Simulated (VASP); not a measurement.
Write the native input for VASP 6.6.1 that does the following.

```
Task                    : density of states
Functional              : PBE
Potentials or basis     : VASP PAW PBE potentials, release 64 (Na_pv, Al, O)
Cutoff                  : 520 eV
k mesh                  : 6 × 6 × 4
Occupations             : gaussian, width 0.03 eV
Spin                    : no spin polarisation
k mesh for the DOS      : 9 × 9 × 6
Occupations for the DOS : tetrahedron
Further INCAR settings  : ALGO = Fast; EDIFF = 1e-06
```

Crystal: Na3AlO3.

```xyz
14
Lattice="2.9378 -6.3898 0.1753 2.9378 6.3898 0.1753 -1.7311 0.0000 5.2454" Properties=species:S:1:pos:R:3 pbc="T T T"
Na    2.0723   -3.3203    2.7980
Na    2.0723    3.3203    2.7980
Na    0.5575    0.0000    2.5512
Na    3.5871    0.0000    3.0449
Na    2.9378   -2.1314    0.1753
Na    2.9378    2.1314    0.1753
Al    2.9378    5.1152    0.1753
Al    2.9378   -5.1152    0.1753
O     3.3347   -2.1302    4.2964
O     0.8099   -2.1302    1.2997
O     4.7724    0.0000    1.0937
O     3.3347    2.1302    4.2964
O     0.8099    2.1302    1.2997
O    -0.6278    0.0000    4.5024
```

The cell was built by a generator and needn't be a form met in nature.

One way to write it, as run:

POSCAR

```
Na3AlO3                                 
1.0
    2.9378471823     -6.3897999592      0.1753428163
    2.9378471823      6.3897999592      0.1753428163
   -1.7311386715      0.0000000000      5.2453609808
  Na              Al              O             
     6     2     6
Direct
     0.7598127926953857    0.2401872073046141    0.5000000000000000
     0.2401872073046141    0.7598127926953857    0.5000000000000000
     0.2335739331837678    0.2335739331837678    0.4707555201542713
     0.7664260668162323    0.7664260668162323    0.5292444798457285
     0.6667814127846007    0.3332185872153992    0.0000000000000000
     0.3332185872153992    0.6667814127846007    0.0000000000000000
     0.0997368399907756    0.9002631600092248    0.0000000000000000
     0.9002631600092248    0.0997368399907756    0.0000000000000000
     0.9599232156383651    0.6265432385493803    0.7660515917642805
     0.3734567614506194    0.0400767843616348    0.2339484082357193
     0.8567743087027405    0.8567743087027405    0.1512247615863420
     0.6265432385493803    0.9599232156383651    0.7660515917642805
     0.0400767843616348    0.3734567614506194    0.2339484082357193
     0.1432256912972592    0.1432256912972592    0.8487752384136580
```

INCAR.step1

```
PREC = Accurate
ENCUT = 520
EDIFF = 1E-6
ISMEAR = 0
SIGMA = 0.03
LREAL = F
LASPH = T
NELM = 60
ALGO = Fast
ISIF = 2
LWAVE = F
LCHARG = T
GGA = PE
KPAR = 8
```

KPOINTS.step1

```
Automatic mesh
0
Gamma
  6 6 4
```

INCAR.step2

```
PREC = Accurate
ENCUT = 520
EDIFF = 1E-6
ISMEAR = -5
SIGMA = 0.03
LREAL = F
LASPH = T
NELM = 60
ALGO = Fast
ISIF = 2
LWAVE = F
LCHARG = F
GGA = PE
LORBIT = 10
KPAR = 8
NEDOS = 1001
ICHARG = 11
```

KPOINTS.step2

```
Automatic mesh
0
Gamma
  9 9 6
```

Potentials or basis: VASP PAW PBE potentials, release 64 (Na_pv, Al, O).

Command:

```console
$ cat potpaw_PBE.64/Na_pv/POTCAR potpaw_PBE.64/Al/POTCAR potpaw_PBE.64/O/POTCAR > POTCAR
$ cp INCAR.step1 INCAR
$ cp KPOINTS.step1 KPOINTS
$ mpirun -np 8 vasp_std > vasp.out
$ cp INCAR.step2 INCAR
$ cp KPOINTS.step2 KPOINTS
$ mpirun -np 8 vasp_std > vasp.out
```

It gave:

The valence electrons inside the program's atomic spheres are Na 6.07, 6.05, 6.04; Al 0.82; O 5.03, 5.07.

Run time: 3.2 min on 8 MPI ranks on AMD EPYC 9R45 96-Core Processor (Zen 5), on a shared host, peak memory 1 GiB a rank.
